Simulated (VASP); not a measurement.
Energy against volume of LiCl (rock salt). Method: PBE0 hybrid, VASP's PBE PAW potentials (set 64) (plane waves; VASP 6.6.1). Settings: 520 eV cut-off, 6×6×6 Γ-centred mesh, Gaussian smearing of 0.050 eV, potentials Li_sv Cl.

| V (Å³/atom) | E (eV/atom) |
|---|---|
| 15.956 | -4.48585 |
| 16.465 | -4.48912 |
| 16.975 | -4.48886 |
| 17.484 | -4.48558 |

Task: Fit these four points and predict the energy of the run at 15.447 Å³/atom.

Result: A cubic in V^(−2/3), the third-order Birch-Murnaghan form, passes through the four points with V0 = 16.68 Å³/atom and B0 = 34 GPa, and gives -4.4785 eV/atom there. The run gave -4.4784 eV/atom, +0.0 meV/atom from the fit; all five points give B0 = 34 GPa.

The compound is LiCl in the rock salt structure. It was relaxed first. The cell's shape comes from a PBE relaxation.
